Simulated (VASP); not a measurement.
An input for Ansatz (written as the equivalent of a VASP run, and not itself run):

Ansatz 0.2 input:
```yaml
crystal:
  lattice:
    - [4.4868100, 0.0000000, 0.0000000]
    - [0.0000000, 4.4868100, 0.0000000]
    - [0.0000000, 0.0000000, 4.4868100]
  atoms:
    - { symbol: Cs, position: [0.0000000, 0.0000000, 0.0000000] }
    - { symbol: Cd, position: [0.5000000, 0.5000000, 0.5000000] }
    - { symbol: F, position: [0.0000000, 0.5000000, 0.5000000] }
    - { symbol: F, position: [0.5000000, 0.0000000, 0.5000000] }
    - { symbol: F, position: [0.5000000, 0.5000000, 0.0000000] }
kpoints:
  mp_grid: { grid: [5, 5, 5] }
hamiltonian:
  xc: lda
  pseudopotentials: { kind: paw }
scf:
  occupations: { method: gaussian, width: 0.01 }
  max_iter: 100
output: { forces: true, stress: true, eigenvalues: true }
```

**Question.** Translate this input to VASP (INCAR, KPOINTS, POSCAR, choice of POTCAR).

**Answer.** One answer among several that fit: 
### INCAR
```
# general
SYSTEM =CsCdF3
PREC   =Accurate
ENCUT  =400
LREAL  =F   # projection in real space or not
LASPH  =T

# electronic loop
EDIFF  =1E-6
NELM   =100   # most electronic steps
ALGO   =Normal   # blocked Davidson
LMAXMIX=4   # l cut-off of mixed one-centre charges

# smearing
ISMEAR =0   # Gaussian
SIGMA  =0.01

# ions
ISIF   =2   # forces and stress, cell fixed

# output
LWAVE  =F
LCHARG =F
```

### POSCAR
```
CsCdF3
1
    4.4868100000     0.0000000000     0.0000000000
    0.0000000000     4.4868100000     0.0000000000
    0.0000000000     0.0000000000     4.4868100000
Cs Cd F
1 1 3
Direct
  0.0000000000   0.0000000000   0.0000000000
  0.5000000000   0.5000000000   0.5000000000
  0.0000000000   0.5000000000   0.5000000000
  0.5000000000   0.0000000000   0.5000000000
  0.5000000000   0.5000000000   0.0000000000
```

File KPOINTS:
```
Automatic mesh
0
Gamma
5 5 5
0 0 0
```

POTCAR, in this order: Cs_sv Cd F (LDA.64 set). Program: vasp_std.

What does not carry over: each code has its own PAW files, so the cut-off isn't converted (ENCUT is set for VASP's; basis.ecutwfc is left out, and Ansatz then takes the one that its files recommend); Ansatz stops its SCF on the density residual and VASP on the energy change (EDIFF); Ansatz's lda is the Perdew-Wang form, while the LDA potentials of VASP carry Perdew-Zunger's.

The structure comes from a computed database's CsCdF3 entry (Pm-3m); how it stands against other phases isn't given here. The cell was not relaxed at this level. The run is one of a series of settings (GGA removed, POTCAR Cs_sv Cd F (LDA.64 set) against the base run), some of them coarse on purpose.
